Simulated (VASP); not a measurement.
Input:

```yaml
crystal:
  lattice:
    - [0.00000, 2.85359, 2.85359]
    - [2.85359, 0.00000, 2.85359]
    - [2.85359, 2.85359, 0.00000]
  atoms:
    - { symbol: Ag, position: [0.00000, 0.00000, 0.00000] }
    - { symbol: Br, position: [0.50000, 0.50000, 0.50000] }
```

Level of theory: AM05 GGA, VASP's PBE PAW potentials (set 64) (plane waves; VASP). Settings: 520 eV cut-off, Gaussian smearing of 0.050 eV, potentials Ag Br.

Q: Give the energies of bands 2 to 11 at the high-symmetry points, in eV from the valence-band maximum.

A: 
```tsv
band	Γ	X	U	L	W
2	-2.90	-4.44	-4.36	-5.45	-4.35
3	-2.90	-3.19	-4.29	-4.31	-4.10
4	-2.90	-2.94	-3.92	-4.31	-4.10
5	-2.90	-2.94	-2.74	-2.57	-2.46
6	-2.90	-2.73	-2.52	-2.57	-2.45
7	-2.00	-2.46	-2.29	-2.22	-2.37
8	-2.00	-2.46	-2.09	0.00	-2.37
9	-2.00	-2.35	-1.26	0.00	-1.61
10	0.59	1.48	2.88	3.62	3.76
11	9.87	6.98	6.78	6.64	7.07
```

The gap is indirect, 0.59 eV, from the valence maximum at L to the conduction minimum at Γ.

The compound is AgBr in the rock salt structure. It was relaxed first.
